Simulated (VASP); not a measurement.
# Driving VASP from ASE on SiNi3, part 3 of 3

Do ASE scripts that read SiNi3 from different structure formats give one answer, and do several routes find one equilibrium volume? All runs use LDA. Left out of this account: at least 1 further run (self-consistent run: a reference on another mesh). The start is a computed cell from the Materials Project.

VASP 6.6.1; LDA, spin-polarised from a ferromagnetic start; plane waves and PAW (Si, Ni).

So far. Step 3 (Self-consistent run (LDA, through ASE)): The energy lies +0.32 meV an atom from the first script, on another mesh. Step 4 (Full relaxation (LDA, through ASE)): It ends with forces that vanish by symmetry and a pressure of -0.14 GPa.

## 5. Equation of state by an ASE loop (LDA)

An ASE loop scales the volume at fixed shape and fractional positions and fits the energies, which gives the bulk modulus of a clamped cell from energies alone.

The input, run.py:

```python
import numpy as np
from ase.calculators.vasp import Vasp
from ase.io import read
from ase.eos import EquationOfState
from ase.units import GPa

atoms = read('structure.vasp')

calc = Vasp(
    xc='lda',
    pp='LDA',
    prec='Accurate',
    encut=400,
    ediff=1e-06,
    nelm=100,
    ismear=-1,
    sigma=0.05,
    lreal=False,
    algo='Normal',
    nbands=27,
    ispin=2,
    lasph=True,
    lmaxmix=4,
    lorbit=11,
    lwave=False,
    lcharg=False,
    kpar=4,
    isif=2,
    pp_version='64',
    setups={'Si': '', 'Ni': ''},
    kpts=(9, 9, 9),
    gamma=True,
    txt='vasp.out',
    magmom=[0.0, 1.0, 1.0, 1.0],
)
atoms.calc = calc

cell, volumes, energies = atoms.get_cell(), [], []
for x in [0.94, 0.96, 0.98, 1.0, 1.02, 1.04, 1.06]:
    atoms.set_cell(cell * x ** (1 / 3), scale_atoms=True)
    volumes.append(atoms.get_volume())
    energies.append(atoms.get_potential_energy())
    print(f"{x:.2f}  V = {volumes[-1]:.4f} A^3  E = {energies[-1]:.6f} eV")
v0, e0, b0 = EquationOfState(volumes, energies, eos="birchmurnaghan").fit()
print(f"V0 = {v0:.4f} A^3  E0 = {e0:.6f} eV  B0 = {b0 / GPa:.2f} GPa")
```

The input, structure.vasp:

```
SiNi3
1.0
    3.4637400600      0.0000000000      0.0000000000
    0.0000000000      3.4637400600      0.0000000000
    0.0000000000      0.0000000000      3.4637400600
Si Ni
1 3
Direct
    0.0000000000      0.0000000000      0.0000000000
    0.0000000000      0.5000000000      0.5000000000
    0.5000000000      0.5000000000      0.0000000000
    0.5000000000      0.0000000000      0.5000000000
```

Potentials, in the order of the species: Si and Ni (LDA family, release 64).

Command:

```console
> export ASE_VASP_COMMAND="mpirun -np 4 vasp_std"
> python run.py
```

The program printed:

```text
0.94  V = 39.0628 A^3  E = -27.894597 eV
0.96  V = 39.8940 A^3  E = -27.924661 eV
0.98  V = 40.7251 A^3  E = -27.925574 eV
1.00  V = 41.5562 A^3  E = -27.900102 eV
1.02  V = 42.3873 A^3  E = -27.851669 eV
1.04  V = 43.2185 A^3  E = -27.782541 eV
1.06  V = 44.0496 A^3  E = -27.695178 eV
V0 = 40.3284 A^3  E0 = -27.928570 eV  B0 = 257.97 GPa
```

Run time: 35 s. Hardware: 4 MPI ranks of Intel Xeon 6975P-C (Granite Rapids), shared host; peak memory 0.61 GiB.

The INCAR that ASE wrote:

```
ENCUT = 400.000000
SIGMA = 0.050000
EDIFF = 1.00e-06
ALGO = Normal
PREC = Accurate
ISIF = 2
ISMEAR = -1
ISPIN = 2
KPAR = 4
LMAXMIX = 4
LORBIT = 11
NBANDS = 27
NELM = 100
MAGMOM = 1*0.0000 3*1.0000
LASPH = .TRUE.
LCHARG = .FALSE.
LWAVE = .FALSE.
LREAL = .FALSE.
```

The KPOINTS that ASE wrote:

```
KPOINTS created by Atomic Simulation Environment
0
Gamma
9 9 9
0 0 0
```

vasp.out (the last of its runs):

```text
[banner, memory and clock lines left out]
running    4 mpi-ranks, on    1 nodes
 distrk:  each k-point on    1 cores,    4 groups
 distr:  one band on    1 cores,    1 groups

 POSCAR found type information on POSCAR SiNi
 POSCAR found :  2 types and       4 ions
 LDA part: xc-table for (Slater(with rela. corr.)+CA(PZ))
 , standard interpolation
 POSCAR, INCAR and KPOINTS ok, starting setup
 FFT: planning ... GRIDC
 FFT: planning ... GRID_SOFT
 FFT: planning ... GRID
 WAVECAR not read
 WARNING: random wavefunctions but no delay for mixing, default for NELMDL
 entering main loop
       N       E                     dE             d eps       ncg     rms          rms(c)
DAV:   1     0.180626879098E+03    0.18063E+03   -0.12416E+04  3812   0.137E+03
DAV:   2    -0.203109300144E+02   -0.20094E+03   -0.18760E+03  3786   0.285E+02
DAV:   3    -0.310571784651E+02   -0.10746E+02   -0.10271E+02  4236   0.845E+01
DAV:   4    -0.312494160853E+02   -0.19224E+00   -0.19183E+00  4286   0.108E+01
DAV:   5    -0.312552928418E+02   -0.58768E-02   -0.58761E-02  4511   0.170E+00    0.202E+01
DAV:   6    -0.317693200448E+02   -0.51403E+00   -0.30761E+01  4476   0.100E+02    0.189E+01
DAV:   7    -0.277784643288E+02    0.39909E+01   -0.11271E+01  4550   0.568E+01    0.369E+00
DAV:   8    -0.277199979070E+02    0.58466E-01   -0.31705E-01  4391   0.417E+00    0.140E+00
DAV:   9    -0.277059397086E+02    0.14058E-01   -0.16699E-02  5445   0.149E+00    0.635E-01
DAV:  10    -0.277044154811E+02    0.15242E-02   -0.11143E-03  4561   0.317E-01    0.348E-01
DAV:  11    -0.277033419503E+02    0.10735E-02   -0.35580E-04  4865   0.313E-01    0.836E-02
DAV:  12    -0.277033418568E+02    0.93507E-07   -0.11575E-04  4855   0.947E-02    0.501E-02
DAV:  13    -0.277033419088E+02   -0.51984E-07   -0.87107E-06  4356   0.414E-02
   1 F= -.27703342E+02 E0= -.27695178E+02  d E =-.163276E-01  mag=     0.0011
```

From OUTCAR (step 5):

```text
   ENCUT  =  400.0 eV  29.40 Ry    5.42 a.u.   5.76  5.76  5.76*2*pi/ulx,y,z

   NELECT =      34.0000    total number of electrons

 E-fermi :  10.1058

 spin component 1
 k-point     1 :       0.0000    0.0000    0.0000
  band No.  band energies     occupation
    ...
     12       9.2923      1.00000
     13       9.2923      1.00000
     14       9.5201      0.99999
     15       9.5201      0.99999
     16       9.8170      0.99691
     17      10.1205      0.42683
     18      10.1205      0.42683
     19      10.1205      0.42683
     20      14.6953      0.00000
     21      16.3811      0.00000
    ...

 k-point     2 :       0.1111    0.0000    0.0000
  band No.  band energies     occupation
    ...
     12       9.3644      1.00000
     13       9.3644      1.00000
     14       9.5223      0.99999
     15       9.5273      0.99999
     16       9.7592      0.99902
     17      10.1208      0.42555
     18      10.4206      0.00184
     19      10.4206      0.00184
     20      14.9965      0.00000
     21      16.3582      0.00000
    ...

  Total       -5.1530853     -5.1530853     -5.1530853      0.0000000      0.0000000     -0.0000000
  in kB     -187.4287351   -187.4287351   -187.4287351      0.0000000      0.0000000     -0.0000000
  external PRESSURE =    -187.4287351 kB  Pullay stress =       0.0000000 kB

 POSITION                                       TOTAL-FORCE (eV/Angst)
 -----------------------------------------------------------------------------------
      0.00000      0.00000      0.00000         0.000000      0.000000      0.000000
      0.00000      1.76584      1.76584         0.000000      0.000000      0.000000
      1.76584      1.76584      0.00000         0.000000      0.000000      0.000000
      1.76584      0.00000      1.76584         0.000000      0.000000      0.000000
 -----------------------------------------------------------------------------------
    total drift:                                0.000000     -0.000000     -0.000000

  FREE ENERGIE OF THE ION-ELECTRON SYSTEM (eV)
  ---------------------------------------------------
  free  energy   TOTEN  =       -27.7033419088 eV

  energy  without entropy=      -27.6870142718  energy(sigma->0) =      -27.69517809

 magnetization (x)
# of ion       s       p       d       tot
------------------------------------------
    1       -0.000  -0.000   0.000  -0.000
    2        0.000  -0.000   0.000   0.000
    3        0.000  -0.000   0.000   0.000
    4        0.000  -0.000   0.000   0.000
--------------------------------------------------
tot         -0.000  -0.000   0.001   0.001

[... 4 parts as in an earlier step ...]

[... 17 further parts left out ...]
```

The magnetic state follows from one typed start and may not be the lowest.

Numbers from this step:

```
bulk modulus                  : 258.0 GPa
equilibrium volume of the fit : 10.08 Å³/atom
```

The fit over cells of fixed shape and fractional positions puts the volume +0.17 % from the relaxed one.

## 6. BFGS in ASE (LDA)

Here ASE drives the relaxation and calls VASP for forces and stress at each step.

The input, run.py:

```python
import numpy as np
from ase.calculators.vasp import Vasp
from ase import Atoms
from ase.optimize import BFGS
from ase.filters import FrechetCellFilter

atoms = Atoms(['Si', 'Ni', 'Ni', 'Ni'],
              cell=[[3.46374006, 0.0, 0.0], [0.0, 3.46374006, 0.0], [0.0, 0.0, 3.46374006]],
              scaled_positions=[[0.0, 0.0, 0.0], [0.0, 0.5, 0.5], [0.5, 0.5, 0.0], [0.5, 0.0, 0.5]],
              pbc=True)

calc = Vasp(
    xc='lda',
    pp='LDA',
    prec='Accurate',
    encut=400,
    ediff=1e-06,
    nelm=100,
    ismear=-1,
    sigma=0.05,
    lreal=False,
    algo='Normal',
    nbands=27,
    ispin=2,
    lasph=True,
    lmaxmix=4,
    lorbit=11,
    lwave=False,
    lcharg=False,
    kpar=4,
    isif=2,
    pp_version='64',
    setups={'Si': '', 'Ni': ''},
    kpts=(9, 9, 9),
    gamma=True,
    txt='vasp.out',
    magmom=[0.0, 1.0, 1.0, 1.0],
)
atoms.calc = calc

BFGS(FrechetCellFilter(atoms)).run(fmax=0.02, steps=30)
print("cell (A, degrees):", np.round(atoms.cell.cellpar(), 4))
print("volume (A^3):", round(atoms.get_volume(), 4))
print("energy (eV):", round(atoms.get_potential_energy(), 6))
print("Fermi level (eV):", round(calc.get_fermi_level(), 4))
print("forces (eV/A):")
print(np.round(atoms.get_forces(), 4))
print("stress (GPa, Voigt, tension positive):", np.round(atoms.get_stress() * 160.21766, 3))
print("magnetic moment (muB):", round(atoms.get_magnetic_moment(), 3))
```

The program printed:

```text
Step     Time          Energy          fmax
BFGS:    0 --:--:--      -27.907831        0.489409
BFGS:    1 --:--:--      -27.916849        0.410371
BFGS:    2 --:--:--      -27.935711        0.012273
cell (A, degrees): [ 3.4265  3.4265  3.4265 90.     90.     90.    ]
volume (A^3): 40.2286
energy (eV): -27.928222
Fermi level (eV): 11.5102
forces (eV/A):
[[0. 0. 0.]
 [0. 0. 0.]
 [0. 0. 0.]
 [0. 0. 0.]]
stress (GPa, Voigt, tension positive): [-0.196 -0.196 -0.196  0.     0.    -0.   ]
magnetic moment (muB): 0.0
```

Wall time 19 s (4 MPI ranks); peak memory 0.59 GiB.

ASE turned this into the INCAR:

```
ENCUT = 400.000000
SIGMA = 0.050000
EDIFF = 1.00e-06
ALGO = Normal
PREC = Accurate
ISIF = 2
ISMEAR = -1
ISPIN = 2
KPAR = 4
LMAXMIX = 4
LORBIT = 11
NBANDS = 27
NELM = 100
MAGMOM = 1*0.0000 3*1.0000
LASPH = .TRUE.
LCHARG = .FALSE.
LWAVE = .FALSE.
LREAL = .FALSE.
```

ASE turned this into the KPOINTS:

```
KPOINTS created by Atomic Simulation Environment
0
Gamma
9 9 9
0 0 0
```

VASP's own log, vasp.out (the last of its runs):

```text
[... set-up lines as in an earlier step ...]
 entering main loop
       N       E                     dE             d eps       ncg     rms          rms(c)
DAV:   1     0.181165269249E+03    0.18117E+03   -0.12453E+04  3868   0.140E+03
DAV:   2    -0.206925210135E+02   -0.20186E+03   -0.18831E+03  3786   0.289E+02
DAV:   3    -0.313878251280E+02   -0.10695E+02   -0.10218E+02  4142   0.846E+01
DAV:   4    -0.315783743201E+02   -0.19055E+00   -0.19014E+00  4266   0.110E+01
DAV:   5    -0.315840122505E+02   -0.56379E-02   -0.56374E-02  4482   0.169E+00    0.223E+01
DAV:   6    -0.313011279767E+02    0.28288E+00   -0.27684E+01  4493   0.982E+01    0.168E+01
DAV:   7    -0.280536041588E+02    0.32475E+01   -0.10047E+01  4538   0.548E+01    0.456E+00
DAV:   8    -0.279531509513E+02    0.10045E+00   -0.27472E-01  4909   0.471E+00    0.152E+00
DAV:   9    -0.279381671812E+02    0.14984E-01   -0.14041E-02  5463   0.141E+00    0.654E-01
DAV:  10    -0.279366151961E+02    0.15520E-02   -0.11350E-03  4551   0.323E-01    0.338E-01
DAV:  11    -0.279357052020E+02    0.90999E-03   -0.27764E-04  4855   0.275E-01    0.893E-02
DAV:  12    -0.279357132372E+02   -0.80352E-05   -0.92742E-05  4783   0.854E-02    0.494E-02
DAV:  13    -0.279357112090E+02    0.20281E-05   -0.69256E-06  4372   0.413E-02    0.117E-02
DAV:  14    -0.279357108329E+02    0.37618E-06   -0.11195E-06  3079   0.101E-02
   1 F= -.27935711E+02 E0= -.27928222E+02  d E =-.149770E-01  mag=    -0.0001
```

OUTCAR, selected parts (step 6):

```text
   ENCUT  =  400.0 eV  29.40 Ry    5.42 a.u.   5.59  5.59  5.59*2*pi/ulx,y,z

   NELECT =      34.0000    total number of electrons

 E-fermi :  11.5102

 spin component 1
 k-point     1 :       0.0000    0.0000    0.0000
  band No.  band energies     occupation
    ...
     12      10.5844      1.00000
     13      10.5844      1.00000
     14      10.8419      1.00000
     15      10.8419      1.00000
     16      11.1904      0.99834
     17      11.5387      0.36138
     18      11.5387      0.36138
     19      11.5387      0.36138
     20      16.9775      0.00000
     21      18.2229      0.00000
    ...

 k-point     2 :       0.1111    0.0000    0.0000
  band No.  band energies     occupation
    ...
     12      10.6574      1.00000
     13      10.6574      1.00000
     14      10.8446      1.00000
     15      10.8487      1.00000
     16      11.1234      0.99956
     17      11.5389      0.36059
     18      11.8566      0.00098
     19      11.8566      0.00098
     20      17.2434      0.00000
     21      18.1786      0.00000
    ...

  Total        0.0490925      0.0490925      0.0490925     -0.0000000     -0.0000000     -0.0000000
  in kB        1.9552006      1.9552006      1.9552006     -0.0000000     -0.0000000     -0.0000000
  external PRESSURE =       1.9552006 kB  Pullay stress =       0.0000000 kB

 POSITION                                       TOTAL-FORCE (eV/Angst)
 -----------------------------------------------------------------------------------
      0.00000      0.00000      0.00000         0.000000      0.000000      0.000000
      0.00000      1.71323      1.71323         0.000000      0.000000      0.000000
      1.71323      1.71323      0.00000         0.000000      0.000000      0.000000
      1.71323      0.00000      1.71323         0.000000      0.000000      0.000000
 -----------------------------------------------------------------------------------
    total drift:                                0.000000     -0.000000     -0.000000

  FREE ENERGIE OF THE ION-ELECTRON SYSTEM (eV)
  ---------------------------------------------------
  free  energy   TOTEN  =       -27.9357108329 eV

  energy  without entropy=      -27.9207338652  energy(sigma->0) =      -27.92822235

[... 5 parts as in an earlier step ...]

[... 17 further parts left out ...]
```

This step gave:

- optimizer steps: 2
- volume after bfgs: 10.06 Å³/atom

## 7. Side by side

| run | atoms | mesh | energy (eV/atom) | pressure (GPa) |
| --- | --- | --- | --- | --- |
| ASE, structure typed into the script | 4 | 9×9×9 | -6.97503 | -7.548 |
| ASE, structure read from a CIF with its space group | 4 | 6×6×6 | -6.97470 | -7.606 |

## 8. Total energy, forces and stress (LDA, through ASE) with a changed input

A single point gives energy, forces and stress at these settings. Some settings are moved from the usual, to see what they do.

run.py, as its differences from that of step 6:

```diff
@@ -3,4 +3,3 @@
 from ase import Atoms
-from ase.optimize import BFGS
-from ase.filters import FrechetCellFilter
+from ase.dft.bandgap import bandgap
 
@@ -14,3 +13,3 @@
     pp='LDA',
-    prec='Accurate',
+    prec='Medium',
     encut=400,
@@ -40,5 +39,2 @@
 
-BFGS(FrechetCellFilter(atoms)).run(fmax=0.02, steps=30)
-print("cell (A, degrees):", np.round(atoms.cell.cellpar(), 4))
-print("volume (A^3):", round(atoms.get_volume(), 4))
 print("energy (eV):", round(atoms.get_potential_energy(), 6))
@@ -49 +45,3 @@
 print("magnetic moment (muB):", round(atoms.get_magnetic_moment(), 3))
+gap, p1, p2 = bandgap(calc, direct=False)
+print("gap on the mesh (eV):", round(gap, 4))
```

The program printed:

```text
energy (eV): -27.899282
Fermi level (eV): 10.9929
forces (eV/A):
[[0. 0. 0.]
 [0. 0. 0.]
 [0. 0. 0.]
 [0. 0. 0.]]
stress (GPa, Voigt, tension positive): [ 7.576  7.576  7.576 -0.    -0.     0.   ]
magnetic moment (muB): -0.0
gap on the mesh (eV): 0.0
```

Elapsed: 5.8 s, on 4 MPI ranks; peak memory 0.52 GiB.

The INCAR that ASE wrote:

```
ENCUT = 400.000000
SIGMA = 0.050000
EDIFF = 1.00e-06
ALGO = Normal
PREC = Medium
ISIF = 2
ISMEAR = -1
ISPIN = 2
KPAR = 4
LMAXMIX = 4
LORBIT = 11
NBANDS = 27
NELM = 100
MAGMOM = 1*0.0000 3*1.0000
LASPH = .TRUE.
LCHARG = .FALSE.
LWAVE = .FALSE.
LREAL = .FALSE.
```

The KPOINTS that ASE wrote:

```
KPOINTS created by Atomic Simulation Environment
0
Gamma
9 9 9
0 0 0
```

VASP's own log, vasp.out:

```text
[... set-up lines as in an earlier step ...]
 entering main loop
       N       E                     dE             d eps       ncg     rms          rms(c)
DAV:   1     0.179654088749E+03    0.17965E+03   -0.12435E+04  3852   0.138E+03
DAV:   2    -0.208168376059E+02   -0.20047E+03   -0.18709E+03  3786   0.286E+02
DAV:   3    -0.313313225592E+02   -0.10514E+02   -0.10053E+02  4215   0.838E+01
DAV:   4    -0.315200248478E+02   -0.18870E+00   -0.18829E+00  4291   0.107E+01
DAV:   5    -0.315256610927E+02   -0.56362E-02   -0.56355E-02  4428   0.168E+00    0.215E+01
DAV:   6    -0.315168801860E+02    0.87809E-02   -0.28855E+01  4503   0.991E+01    0.175E+01
DAV:   7    -0.280089691103E+02    0.35079E+01   -0.10511E+01  4532   0.556E+01    0.421E+00
DAV:   8    -0.279243853981E+02    0.84584E-01   -0.29203E-01  4726   0.448E+00    0.147E+00
DAV:   9    -0.279095541852E+02    0.14831E-01   -0.14563E-02  5495   0.143E+00    0.651E-01
DAV:  10    -0.279079999454E+02    0.15542E-02   -0.10897E-03  4511   0.318E-01    0.344E-01
DAV:  11    -0.279070031292E+02    0.99682E-03   -0.31713E-04  4791   0.298E-01    0.870E-02
DAV:  12    -0.279070112628E+02   -0.81336E-05   -0.10568E-04  4560   0.890E-02    0.492E-02
DAV:  13    -0.279070105053E+02    0.75749E-06   -0.71073E-06  4362   0.400E-02
   1 F= -.27907011E+02 E0= -.27899282E+02  d E =-.154579E-01  mag=     0.0007
```

From OUTCAR (step 8):

```text
   NELECT =      34.0000    total number of electrons

 E-fermi :  10.9929

 spin component 1
 k-point     1 :       0.0000    0.0000    0.0000
  band No.  band energies     occupation
    ...
     12      10.1071      1.00000
     13      10.1071      1.00000
     14      10.3558      1.00000
     15      10.3558      1.00000
     16      10.6847      0.99790
     17      11.0165      0.38391
     18      11.0165      0.38391
     19      11.0165      0.38390
     20      16.1376      0.00000
     21      17.5463      0.00000
    ...

 k-point     2 :       0.1111    0.0000    0.0000
  band No.  band energies     occupation
    ...
     12      10.1809      1.00000
     13      10.1809      1.00000
     14      10.3583      1.00000
     15      10.3626      1.00000
     16      10.6212      0.99941
     17      11.0167      0.38317
     18      11.3273      0.00124
     19      11.3273      0.00124
     20      16.4180      0.00000
     21      17.5099      0.00000
    ...

  Total       -1.9651063     -1.9651063     -1.9651063      0.0000000     -0.0000000      0.0000000
  in kB      -75.7636273    -75.7636273    -75.7636273      0.0000000     -0.0000000      0.0000000
  external PRESSURE =     -75.7636273 kB  Pullay stress =       0.0000000 kB

 POSITION                                       TOTAL-FORCE (eV/Angst)
 -----------------------------------------------------------------------------------
      0.00000      0.00000      0.00000         0.000000      0.000000      0.000000
      0.00000      1.73187      1.73187         0.000000      0.000000      0.000000
      1.73187      1.73187      0.00000         0.000000      0.000000      0.000000
      1.73187      0.00000      1.73187         0.000000      0.000000      0.000000
 -----------------------------------------------------------------------------------
    total drift:                                0.000000      0.000000      0.000000

  FREE ENERGIE OF THE ION-ELECTRON SYSTEM (eV)
  ---------------------------------------------------
  free  energy   TOTEN  =       -27.9070105053 eV

  energy  without entropy=      -27.8915525660  energy(sigma->0) =      -27.89928154

[... 9 parts as in an earlier step ...]

[... 14 further parts left out ...]
```

The run converged, and its energy and pressure stay near those of the sound run.

Against the sound run on this cell (a single point (LDA, through ASE)) the energy at zero smearing moves by +0.2 meV an atom and the pressure by -0.03 GPa.

Settings moved from the usual: PREC = Medium.

PREC = Medium changes the FFT grids.

## 9. Results

```yaml
energy_ase_structure_typed_into_the_script: -6.97503 eV/atom
energy_ase_structure_read_from_a_cif_with_its_space_group: -6.97470 eV/atom
volume_from_vasp_s_own_relaxation: 10.07 Å³/atom
volume_from_the_fit_of_the_ase_volume_loop: 10.08 Å³/atom
volume_from_bfgs_in_ase: 10.06 Å³/atom
```

**Reading.** With the structure read from a CIF with its space group, ASE's run differs from the first script by +0.3 meV an atom, which comes from its other mesh. The routes to the equilibrium volume agree within 0.25 %. A relaxation follows the stress, which carries a basis-set error, while a volume loop fits energies; every loop stops at a tolerance; VASP's relaxation keeps the plane waves of its start, while ASE starts VASP afresh at each cell, and a loop at fixed shape can't relax anything but the volume. Only the typed magnetic starts were tried, so the magnetic ground state may differ and with it the other results.

[Lines on the potential files, build, host, timing and source positions are cut from VASP's logs without a mark.]

[Logs are printed without paths, hosts, clocks, repeated set-up lines and the standing remarks that a program may print on its own settings, such as how far it seeks lower states.]

[Hosts, paths, dates, database ids (printed as entryN), source tags and the programs' standing remarks are cut or masked in the printed files.]

[A measured line is paired with the nearest computed mode of its activity, which favours agreement.]

[In band tables of VASP the shares of atoms and orbitals are scaled to a sum of 1 inside the atoms' spheres.]
